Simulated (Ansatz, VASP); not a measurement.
# SiO2: VASP beside Ansatz, part 2 of 2

Wanted: the spread between two codes on one cell, functional and k mesh. The cell is taken from a series of runs on this material, whose earlier steps may have relaxed, scaled, displaced or heated it; both programs get it as it stands.

VASP 6.6.1 and Ansatz 0.2.0.

So far: Starting point; VASP: zone-centre phonons, LDA.

## (2) VASP: zone-centre phonons, LDA (continued)

Level of this step: LDA; plane waves and PAW (Si, O) (VASP).

OUTCAR, selected parts (step 2):

```text
ion  position               nearest neighbor table
   1  0.000  0.000  0.000-   3 1.60   5 1.60   6 1.60   4 1.60   2 3.06   2 3.06   2 3.06   2 3.06

  LATTYP: Found a body centered tetragonal cell.
 ALAT       =     4.9290634838
 C/A-ratio  =     1.4750490236

 Subroutine GETGRP returns: Found  8 space group operations
 (whereof  4 operations were pure point group operations)

The static configuration has the point symmetry S_4 .
 The point group associated with its full space group is D_2d.

 Found     59 irreducible k-points:

   k-points           NKPTS =     59   k-points in BZ     NKDIM =     59   number of bands    NBANDS=     22

   dimension x,y,z NGX =    40 NGY =   40 NGZ =   40
   dimension x,y,z NGXF=    80 NGYF=   80 NGZF=   80

   ENCUT  =  600.0 eV  44.10 Ry    6.64 a.u.  10.06 10.06 10.06*2*pi/ulx,y,z

   NELECT =      32.0000    total number of electrons

 k-points in reciprocal lattice and weights: Automatic mesh
   0.00000000  0.00000000  0.00000000       0.002
   0.12500000  0.00000000 -0.00000000       0.016
   0.25000000  0.00000000 -0.00000000       0.016
   0.37500000  0.00000000 -0.00000000       0.016
   0.50000000  0.00000000 -0.00000000       0.008
   0.12500000  0.12500000 -0.00000000       0.016
   0.25000000  0.12500000 -0.00000000       0.031
   0.37500000  0.12500000 -0.00000000       0.031
   0.50000000  0.12500000 -0.00000000       0.031
[...]
-0.37500000 -0.37500000  0.37500000       0.004
   0.50000000  0.50000000  0.50000000       0.002

 average (electrostatic) potential at core
       1 -89.3650       2 -89.3650       3 -74.8422       4 -74.8422       5 -74.8422
       6 -74.8422

 Eigenvectors and eigenvalues of the dynamical matrix
 ----------------------------------------------------

   1 f  =   34.336535 THz   215.742814 2PiTHz 1145.343531 cm-1   142.004436 meV
             X         Y         Z           dx          dy          dz
      0.000000  0.000000  0.000000     0.000000    0.000000   -0.000000
      0.000000  2.464532  1.817653    -0.000000    0.000000   -0.000000
      1.232266  2.937538  2.726479     0.400880    0.000000    0.298824
      0.473006  1.232266  0.908826     0.000000   -0.400880   -0.298824
     -1.232266  1.991525  2.726479    -0.400880    0.000000    0.298824
     -0.473006  3.696798  0.908826     0.000000    0.400880   -0.298824

   2 f  =   33.579960 THz   210.989110 2PiTHz 1120.106890 cm-1   138.875492 meV
             X         Y         Z           dx          dy          dz
      0.000000  0.000000  0.000000    -0.326410    0.117632    0.000000
      0.000000  2.464532  1.817653    -0.326410   -0.117632    0.000000
      1.232266  2.937538  2.726479     0.480395    0.000000    0.382828
      0.473006  1.232266  0.908826    -0.047781   -0.000000   -0.000000
     -1.232266  1.991525  2.726479     0.480395    0.000000   -0.382828
     -0.473006  3.696798  0.908826    -0.047781    0.000000    0.000000

   3 f  =   33.579960 THz   210.989110 2PiTHz 1120.106890 cm-1   138.875492 meV
             X         Y         Z           dx          dy          dz
      0.000000  0.000000  0.000000     0.117632    0.326410   -0.000000
      0.000000  2.464532  1.817653    -0.117632    0.326410   -0.000000
      1.232266  2.937538  2.726479    -0.000000    0.047781   -0.000000
      0.473006  1.232266  0.908826     0.000000   -0.480395   -0.382828
     -1.232266  1.991525  2.726479    -0.000000    0.047781    0.000000
     -0.473006  3.696798  0.908826     0.000000   -0.480395    0.382828

   4 f  =   33.289918 THz   209.166722 2PiTHz 1110.432129 cm-1   137.675975 meV
             X         Y         Z           dx          dy          dz
      0.000000  0.000000  0.000000     0.000000    0.000000    0.343427
      0.000000  2.464532  1.817653     0.000000    0.000000    0.343427
      1.232266  2.937538  2.726479    -0.373182    0.000000   -0.227517
      0.473006  1.232266  0.908826     0.000000   -0.373182   -0.227517
     -1.232266  1.991525  2.726479     0.373182    0.000000   -0.227517
     -0.473006  3.696798  0.908826     0.000000    0.373182   -0.227517

   5 f  =   23.632683 THz   148.488525 2PiTHz  788.301445 cm-1    97.736879 meV
             X         Y         Z           dx          dy          dz
      0.000000  0.000000  0.000000    -0.255458   -0.605921    0.000000
      0.000000  2.464532  1.817653    -0.187538    0.630261   -0.000000
      1.232266  2.937538  2.726479     0.036741   -0.014102   -0.013004
      0.473006  1.232266  0.908826     0.256667   -0.002019    0.000714
     -1.232266  1.991525  2.726479     0.036741   -0.014102    0.013004
     -0.473006  3.696798  0.908826     0.256667   -0.002019   -0.000714

   6 f  =   23.632683 THz   148.488525 2PiTHz  788.301445 cm-1    97.736879 meV
             X         Y         Z           dx          dy          dz
      0.000000  0.000000  0.000000     0.605921   -0.255458   -0.000000
      0.000000  2.464532  1.817653    -0.630261   -0.187538    0.000000
      1.232266  2.937538  2.726479     0.002019    0.256667   -0.000714
      0.473006  1.232266  0.908826     0.014102    0.036741   -0.013004
     -1.232266  1.991525  2.726479     0.002019    0.256667    0.000714
     -0.473006  3.696798  0.908826     0.014102    0.036741    0.013004

   7 f  =   23.249388 THz   146.080212 2PiTHz  775.516103 cm-1    96.151699 meV
             X         Y         Z           dx          dy          dz
      0.000000  0.000000  0.000000    -0.000000   -0.000000   -0.669164
      0.000000  2.464532  1.817653    -0.000000    0.000000    0.669164
      1.232266  2.937538  2.726479     0.000000   -0.161585   -0.000000
      0.473006  1.232266  0.908826     0.161585   -0.000000    0.000000
     -1.232266  1.991525  2.726479     0.000000    0.161585   -0.000000
     -0.473006  3.696798  0.908826    -0.161585   -0.000000   -0.000000

   8 f  =   13.370792 THz    84.011166 2PiTHz  446.001624 cm-1    55.297129 meV
             X         Y         Z           dx          dy          dz
      0.000000  0.000000  0.000000    -0.301426   -0.338341    0.000000
      0.000000  2.464532  1.817653     0.320442   -0.320390    0.000000
      1.232266  2.937538  2.726479     0.000449    0.451541    0.008674
      0.473006  1.232266  0.908826    -0.013035   -0.015561   -0.300483
     -1.232266  1.991525  2.726479     0.000449    0.451541   -0.008674
     -0.473006  3.696798  0.908826    -0.013035   -0.015561    0.300483

   9 f  =   13.370792 THz    84.011166 2PiTHz  446.001624 cm-1    55.297129 meV
             X         Y         Z           dx          dy          dz
      0.000000  0.000000  0.000000     0.338341   -0.301426    0.000000
      0.000000  2.464532  1.817653     0.320390    0.320442    0.000000
      1.232266  2.937538  2.726479     0.015561   -0.013035    0.300483
      0.473006  1.232266  0.908826    -0.451541    0.000449    0.008674
     -1.232266  1.991525  2.726479     0.015561   -0.013035   -0.300483
     -0.473006  3.696798  0.908826    -0.451541    0.000449   -0.008674

  10 f  =   12.786870 THz    80.342274 2PiTHz  426.524072 cm-1    52.882221 meV
             X         Y         Z           dx          dy          dz
      0.000000  0.000000  0.000000    -0.000000   -0.000000   -0.385224
      0.000000  2.464532  1.817653     0.000000   -0.000000   -0.385224
      1.232266  2.937538  2.726479    -0.332769    0.000000    0.255081
      0.473006  1.232266  0.908826    -0.000000   -0.332769    0.255081
     -1.232266  1.991525  2.726479     0.332769    0.000000    0.255081
     -0.473006  3.696798  0.908826    -0.000000    0.332769    0.255081

  11 f  =   12.364627 THz    77.689241 2PiTHz  412.439551 cm-1    51.135964 meV
             X         Y         Z           dx          dy          dz
      0.000000  0.000000  0.000000     0.000000   -0.000000    0.228516
      0.000000  2.464532  1.817653     0.000000    0.000000   -0.228516
      1.232266  2.937538  2.726479     0.000000   -0.473170    0.000000
      0.473006  1.232266  0.908826     0.473170    0.000000   -0.000000
     -1.232266  1.991525  2.726479     0.000000    0.473170    0.000000
     -0.473006  3.696798  0.908826    -0.473170   -0.000000   -0.000000

  12 f  =   10.728683 THz    67.410306 2PiTHz  357.870360 cm-1    44.370250 meV
             X         Y         Z           dx          dy          dz
      0.000000  0.000000  0.000000     0.000000    0.000000    0.000000
      0.000000  2.464532  1.817653    -0.000000    0.000000    0.000000
      1.232266  2.937538  2.726479    -0.298824   -0.000000    0.400880
      0.473006  1.232266  0.908826    -0.000000    0.298824   -0.400880
     -1.232266  1.991525  2.726479     0.298824   -0.000000    0.400880
     -0.473006  3.696798  0.908826     0.000000   -0.298824   -0.400880

  13 f  =    9.656789 THz    60.675396 2PiTHz  322.115814 cm-1    39.937253 meV
             X         Y         Z           dx          dy          dz
      0.000000  0.000000  0.000000     0.000000   -0.000000   -0.000000
      0.000000  2.464532  1.817653    -0.000000    0.000000    0.000000
      1.232266  2.937538  2.726479    -0.000000   -0.500000    0.000000
      0.473006  1.232266  0.908826    -0.500000    0.000000   -0.000000
     -1.232266  1.991525  2.726479    -0.000000    0.500000   -0.000000
     -0.473006  3.696798  0.908826     0.500000   -0.000000   -0.000000
    [... 43 further lines ...]
     -1.232266  1.991525  2.726479    -0.043428   -0.364372    0.000382
     -0.473006  3.696798  0.908826    -0.043976   -0.359836    0.003168

 MACROSCOPIC STATIC DIELECTRIC TENSOR IONIC CONTRIBUTION
 ------------------------------------------------------
           1.610888    -0.000000    -0.000000
          -0.000000     1.610888    -0.000000
           0.000000    -0.000000     1.787550
 ------------------------------------------------------

 ELASTIC MODULI CONTR FROM IONIC RELAXATION (kBar)
 Direction    XX          YY          ZZ          XY          YZ          ZX
 --------------------------------------------------------------------------------
 XX       -2274.1112  -1070.9860  -1459.5353      0.0000      0.0000      0.0000
 YY       -1070.9860  -2274.1112  -1459.5353      0.0000      0.0000      0.0000
 ZZ       -1459.5353  -1459.5353  -1273.6510      0.0000      0.0000      0.0000
 XY           0.0000      0.0000      0.0000   -592.9838     -0.0000      0.0000
 YZ           0.0000      0.0000      0.0000     -0.0000  -1759.8119     -0.0000
 ZX           0.0000      0.0000      0.0000      0.0000     -0.0000  -1756.9311
 --------------------------------------------------------------------------------

 PIEZOELECTRIC TENSOR IONIC CONTR  for field in x, y, z        (C/m^2)
          XX          YY          ZZ          XY          YZ          ZX
  --------------------------------------------------------------------------------
  x     0.00000     0.00000     0.00000     0.00000     0.16172    -0.00000
  y     0.00000     0.00000     0.00000     0.00000     0.00000     0.16243
  z     0.00000     0.00000    -0.00000     0.45102     0.00000    -0.00000
```

Energies printed during the response cycles are not total energies of the cell.

## (3) Ansatz: zone-centre phonons, LDA

Ansatz runs on norm-conserving files, of PseudoDojo where its log says so.

The same cell, functional (in two slightly different forms) and mesh now go to Ansatz, which takes its cutoff from its data sets.

Input file input.yaml:

```yaml
crystal:
  lattice:
    - [-2.4645317419, 2.4645317419, 3.6353051394]
    - [2.4645317419, -2.4645317419, 3.6353051394]
    - [2.4645317419, 2.4645317419, -3.6353051394]
  atoms:
    - { symbol: Si, position: [0.0, 0.0, 0.0] }
    - { symbol: Si, position: [0.75, 0.25, 0.5] }
    - { symbol: O, position: [0.9709627266, 0.625, 0.8459627266] }
    - { symbol: O, position: [0.375, 0.2209627266, 0.3459627266] }
    - { symbol: O, position: [0.7790372734, 0.125, 0.1540372734] }
    - { symbol: O, position: [0.875, 0.0290372734, 0.6540372734] }
kpoints:
  mp_grid: { grid: [8, 8, 8] }
hamiltonian:
  xc: lda
  pseudopotentials: { kind: nc, accuracy: standard }
scf:
  occupations: { method: fixed }
output:
  eigenvalues: true
phonons:
  method: dfpt
  dielectric: true
  rigid_motions: translations
```

Run with:

```
> ansatz run input.yaml --threads 4 --pin off --max-ram 7168MiB --backend cpu --events-out ev --progress --plain --runs-dir out
```

What it wrote:

```text
Engine: ansatz 0.2.0, aarch64-unknown-linux-gnu
Pseudopotentials: kind: nc
Pseudopotential: Si, nc, valence charge 4, recommended cutoff 435.38218 eV (normal), Si.nc.azcp (PseudoDojo's, or run here from an input of PseudoDojo's; its table is named by hamiltonian.pseudopotentials.accuracy)
Pseudopotential: O, nc, valence charge 6, recommended cutoff 1142.878222 eV (normal), O.nc.azcp (PseudoDojo's, or run here from an input of PseudoDojo's; its table is named by hamiltonian.pseudopotentials.accuracy)
Functional definition: SPW92
  exchange = slater_x
  correlation = pw_c
Crystal: 6 atoms, lattice volume = 88.322 Å³
Basis set: ecut = 1142.878222 eV, 7721 PW (Γ), exchange–correlation on 120×120×120 points (8 copies of the dense FFT grid, shifted against one another)
Bands: 22, of which v1, the nominal top of the filled ones, is band 16 counted from 1 (15 counted from 0)
Symmetry: 8 space group operations
k-points: 260 of 512 (irreducible under 1 space group operation, time reversal used)
Non-local potential: Si, projectors of the file, l = 0: 2, l = 1: 2, l = 2: 2
Non-local potential: O, projectors of the file, l = 0: 2, l = 1: 2, l = 2: 1
Initial density: superposition of atomic densities (chi_scale 0.1, normalization cell, long waves kept (reshape's long-wave potential 0.00 eV rms))
Initial wavefunctions: pseudopotential atomic-orbital guess
Functional: x = slater, c = lda
SCF iter   1: F=—  HF=-2041.403246 eV  |F-HF|=—  |Δ(HF+E_count)|=         —  Δρ=1.26e-1  dr2=1.23e1  ethr=3.10e-3  ⟨swp⟩=5.1  Hψ=28676  notcnv=0  defer=677
preconditioner: auto → none  [insulator: Δε(μ)=7.675 eV  Ē_g=18.091 eV  n_scr=14 (ndim 8)  ℏωp=22.4 eV  f_vac=0.142  ε∞_Penn≈2.5]
SCF iter   2: F=—  HF=-2037.802825 eV  |F-HF|=—  |Δ(HF+E_count)|=    3.60e0  Δρ=6.06e-2  dr2=1.34e0  ethr=3.10e-3  ⟨swp⟩=4.9  Hψ=18435  notcnv=0  defer=896
SCF iter   3: F=—  HF=-2037.422761 eV  |F-HF|=—  |Δ(HF+E_count)|=   3.80e-1  Δρ=1.89e-2  dr2=1.30e-1  ethr=3.10e-3  ⟨swp⟩=2.4  Hψ=10665  notcnv=0  defer=891
SCF iter   4: F=—  HF=-2037.388252 eV  |F-HF|=—  |Δ(HF+E_count)|=   3.45e-2  Δρ=1.83e-3  dr2=1.03e-3  ethr=4.08e-4  ⟨swp⟩=2.4  Hψ=10416  notcnv=0  defer=1036
SCF iter   5: F=—  HF=-2037.388069 eV  |F-HF|=—  |Δ(HF+E_count)|=   1.84e-4  Δρ=2.04e-4  dr2=1.45e-5  ethr=3.21e-6  ⟨swp⟩=2.1  Hψ=9892  notcnv=0  defer=1040
SCF iter   6: F=—  HF=-2037.388069 eV  |F-HF|=—  |Δ(HF+E_count)|=   8.27e-7  Δρ=3.31e-5  dr2=2.53e-7  ethr=4.52e-8  ⟨swp⟩=2.4  Hψ=9037  notcnv=0  defer=1036
SCF iter   7: F=—  HF=-2037.388031 eV  |F-HF|=—  |Δ(HF+E_count)|=   3.88e-5  Δρ=2.78e-6  dr2=4.47e-9  ethr=7.92e-10  ⟨swp⟩=2.8  Hψ=9933  notcnv=0  defer=984
SCF iter   8: F=-2037.388031 eV  HF=-2037.388031 eV  |F-HF|=3.68e-11  |Δ(HF+E_count)|=   1.21e-9  Δρ=4.02e-7  dr2=6.94e-11  ethr=1.00e-12  ⟨swp⟩=16.3  Hψ=52952  notcnv=0
SCF 1 converged in 8 iterations: F = -2037.388031 eV  dr2 = 6.94e-11
NSCF: frozen V_eff on 3 k-points
DFPT response loops at Γ: preconditioner auto → none (the input reference at scf.mixing.eps_inf says where Resta's filter doesn't serve); β = 0.50; Broyden in place of MSR1
the run's response loops start from zero, take more passes and end by a threshold: the memory limit or budget leaves too little room for the subspace of the ground state's own states beside the solves, or none could be made (phonons.method)
SCF converged after 8 iterations
Free energy (F): -2037.388031 eV
Harris-Foulkes:  -2037.388031 eV  (|F-HF|=3.68e-11)
Internal energy: -2037.388031 eV  (E = F + TS)
E sigma→0 (E₀):  -2037.388031 eV
Fermi energy:    0.559990 eV
--- Per-component energies (eV) ---
  E_band       = -195.586062
  E_kinetic    = 1335.475869
  E_local      = -2357.038442  (includes V_loc(G=0)·N_el)
  E_nonlocal   = -278.810528
  E_hartree    = 856.743323
  E_xc         = -543.930591
  E_vxc        = -608.699959  (∫ρ·V_xc dr)
  E_ewald      = -1049.827663
  E_smearing   = -0.000000  (= −TS)
  E_closure    = -0.000000  (closes the sum)
  Σ components = -2037.388031   (vs F -2037.388031, Δ=0.00e0)
--- Band table (eV; the first three rows and the last of 260) ---
  k-point 0: bands = [... 12 lower, -1.0602, -0.1055, 0.5600, 0.5600, 6.3878, 9.2506, 11.1237, 11.1237, ... 2 higher]
  k-point 1: bands = [... 12 lower, -1.1164, -0.0909, 0.5111, 0.5115, 6.7172, 9.4570, 10.6331, 10.9656, ... 2 higher]
  k-point 2: bands = [... 12 lower, -1.0901, -0.0935, 0.3845, 0.3960, 7.5702, 9.9329, 10.3177, 10.6653, ... 2 higher]
  k-point 259: bands = [... 12 lower, -0.9464, -0.9464, 0.2190, 0.2190, 9.3307, 9.3307, 10.7348, 10.7348, ... 2 higher]
--- Phonons (Γ-DFPT): 5 representative perturbations + reference, on 260 of 512 k-points (Σ response iterations 36) ---
  k mesh reduced under 1 symmetry operation, with k and −k counted as one. Each operation leaves every solved perturbation unchanged. A smaller set is not considered because the run solves the response to a homogeneous field
  ASR residual: 1.702e-4 → 0.000e0 eV/Å²; symmetrization residual: 1.065e-5 eV/Å²
  ASR residual per site (eV/Å²): 1.53e-5 1.53e-5 1.70e-4 1.70e-4 1.70e-4 1.70e-4
  Γ frequencies (cm⁻¹): 0.00 0.00 0.00 134.40 134.40 324.37 362.34 417.60 432.35 452.07 452.07 767.20 781.29 781.29 1087.58 1097.37 1097.37 1126.73
  ε∞ (high-frequency dielectric tensor):
        2.213954    -0.000000     0.000000
        0.000000     2.213954    -0.000000
        0.000000     0.000000     2.222912
  ε⁰ (static dielectric tensor: ions relaxed, cell fixed):
        3.816819     0.000000    -0.000000
        0.000000     3.816819    -0.000000
       -0.000000    -0.000000     4.030677
  ε⁰ − ε∞ (ionic part):
        1.602865     0.000000    -0.000000
        0.000000     1.602865    -0.000000
       -0.000000    -0.000000     1.807765
  softest optical mode at Γ: 134.40 cm⁻¹; the repairs (sum rule, projections) moved no ω² at Γ by more than (2.83 cm⁻¹)²
  Born effective charges Z* (e; rows j = field, columns β = displacement):
    site 0:
         3.30024   -0.35793    0.00000
         0.35793    3.30024    0.00000
        -0.00000    0.00000    3.36700
    site 1:
         3.30024    0.35793   -0.00000
        -0.35793    3.30024   -0.00000
         0.00000    0.00000    3.36700
    site 2:
        -2.21941    0.00000   -0.89302
        -0.00000   -1.08083   -0.00000
        -0.87446    0.00000   -1.68350
    site 3:
        -1.08083    0.00000    0.00000
        -0.00000   -2.21941   -0.89302
         0.00000   -0.87446   -1.68350
    site 4:
        -2.21941    0.00000    0.89302
         0.00000   -1.08083   -0.00000
         0.87446    0.00000   -1.68350
    site 5:
[...]
Z* charge neutrality: 8.899e-5 e pre-enforcement
  k-mesh period / interband length: 40.3 Å / 1.00 Å = 40.41 at k = (0.0000, 0.0000, 0.0000), direct gap 5.828 eV — 14 or more, which is no proof of convergence
  optical modes at Γ without the LO–TO term, one row a degenerate level:
      ω (cm⁻¹)  modes    IR ((D/Å)²/amu)
[...]
optical modes at Γ + LO–TO along q̂ = [1.0000, 0.0000, 0.0000]:
      ω (cm⁻¹)  modes    IR ((D/Å)²/amu)
[...]
optical modes at Γ + LO–TO along q̂ = [0.0000, 1.0000, 0.0000]:
      ω (cm⁻¹)  modes    IR ((D/Å)²/amu)
[...]
optical modes at Γ + LO–TO along q̂ = [0.0000, 0.0000, 1.0000]:
      ω (cm⁻¹)  modes    IR ((D/Å)²/amu)
[...]
417.60      1             0.0000
        452.07      2            13.8956
        510.77      1             4.9198
        767.20      1             0.0000
        781.29      2             6.2047
       1097.37      2            55.7086
       1126.73      1             0.0000
       1239.64      1            34.4638
```

## (4) Side by side

Known differences besides the potentials themselves: fixed occupations in Ansatz, narrow Gaussian smearing in VASP; the cutoff is 1142.88 eV in Ansatz and 600 eV in VASP; VASP's log shows a relativistic correction to its local exchange, Ansatz's none. Total energies have different zeros and are not compared.

The two programs side by side:

| quantity | Ansatz | VASP | difference |
| --- | --- | --- | --- |
| ε∞ xx | 2.21 | 2.22 | -0.39 % |
| ε∞ yy | 2.21 | 2.22 | -0.39 % |
| ε∞ zz | 2.22 | 2.23 | -0.38 % |
| Born charge of Si1 (mean of the diagonal) (e) | 3.32 | 3.30 | +0.02 |
| Born charge of O3 (mean of the diagonal) (e) | -1.66 | -1.65 | -0.01 |
| optical mode 1 to 2 (cm⁻¹) | 134.4 | 118.1 | +13.83 % |
| optical mode 3 (cm⁻¹) | 324.4 | 322.1 | +0.70 % |
| optical mode 4 (cm⁻¹) | 362.3 | 357.9 | +1.25 % |
| optical mode 5 (cm⁻¹) | 417.6 | 412.4 | +1.25 % |
| optical mode 6 (cm⁻¹) | 432.4 | 426.5 | +1.37 % |
| optical mode 7 to 8 (cm⁻¹) | 452.1 | 446.0 | +1.36 % |
| optical mode 9 (cm⁻¹) | 767.2 | 775.5 | -1.07 % |
| optical mode 10 to 11 (cm⁻¹) | 781.3 | 788.3 | -0.89 % |
| optical mode 12 (cm⁻¹) | 1087.6 | 1110.4 | -2.06 % |
| optical mode 13 to 14 (cm⁻¹) | 1097.4 | 1120.1 | -2.03 % |
| optical mode 15 (cm⁻¹) | 1126.7 | 1145.3 | -1.63 % |

Modes are paired by rising frequency, not by their patterns, so a pair may set unlike modes beside each other; they are those without the splitting of longitudinal modes.

## (5) Results

| Property | Result |
| --- | --- |
| r.m.s. difference of the optical zone-centre modes, each program's sorted by frequency (zone-centre phonons, LDA) | 14 cm⁻¹ |
| difference in optical mode 1 to 2 (zone-centre phonons, LDA) | +13.8 % |

**Reading.** The r.m.s. difference of the optical zone-centre modes, each program's sorted by frequency is 14 cm⁻¹ (zone-centre phonons, LDA). Among the rows given in per cent, the largest difference of the zone-centre phonons, LDA pair is in optical mode 1 to 2, +13.8 %. What causes the difference of the zone-centre phonons, LDA pair stays open here. Such differences can come from data sets, numerical settings and the points named under the comparisons, not from the functional's error against experiment.

[Lines on the potential files, build, host, timing and source positions are cut from VASP's logs without a mark.]

[Logs are printed without paths, hosts, clocks, repeated set-up lines and the standing remarks that a program may print on its own settings, such as how far it seeks lower states.]

[Hosts, paths, dates, database ids (printed as entryN), source tags and the programs' standing remarks are cut or masked in the printed files.]
